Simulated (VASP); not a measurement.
Li3HS:

```xyz
5
Lattice="3.8519 0.0000 0.0000 0.0000 3.8519 0.0000 0.0000 0.0000 3.8519" Properties=species:S:1:pos:R:3 pbc="T T T"
S     1.9259    1.9259    1.9259
H     0.0000    0.0000    0.0000
Li    1.9259    0.0000    0.0000
Li    0.0000    1.9259    0.0000
Li    0.0000    0.0000    1.9259
```

The cell comes from a database or a generator and needn't be the stable form of this composition.

```yaml
Program: VASP 6.6.1
Task: relaxation of cell and atoms
Functional: r2SCAN
Potentials_or_basis: VASP PAW PBE potentials, release 64 (S, H, Li_sv)
Cutoff: 600 eV
k_mesh: 8 × 8 × 8
Occupations: gaussian, width 0.03 eV
Spin: no spin polarisation
```

At the start: pressure -2.2 GPa; volume 11.43 Å³/atom.

Question: Where does the relaxation end?

Answer: Over 3 steps the energy falls by 4.5 meV/atom and the volume is 10.79 Å³/atom (-5.6 %); space group Pm-3m (No. 221, to 0.05 Å).

Step by step:
```tsv
step	energy change (eV)	largest force (eV/Å)	pressure (GPa)	volume (Å³)
1	0.0000	0.0000	-2.22	57.15
2	-0.0143	0.0000	-1.31	55.85
3	-0.0227	0.0000	0.04	53.97
```

Final structure:
```yaml
crystal:
  lattice:
    - [3.77898, 0.00000, 0.00000]
    - [0.00000, 3.77898, 0.00000]
    - [0.00000, 0.00000, 3.77898]
  atoms:
    - { symbol: S, position: [0.50000, 0.50000, 0.50000] }
    - { symbol: H, position: [0.00000, 0.00000, 0.00000] }
    - { symbol: Li, position: [0.50000, 0.00000, 0.00000] }
    - { symbol: Li, position: [0.00000, 0.50000, 0.00000] }
    - { symbol: Li, position: [0.00000, 0.00000, 0.50000] }
```

Caveat: the cutoff is under 1.25 times the usual one of these potentials, so pressure, stress and relaxed cells hold a basis-set (Pulay) error; the PAW data sets were made with another functional, which shifts forces and pressure a little.
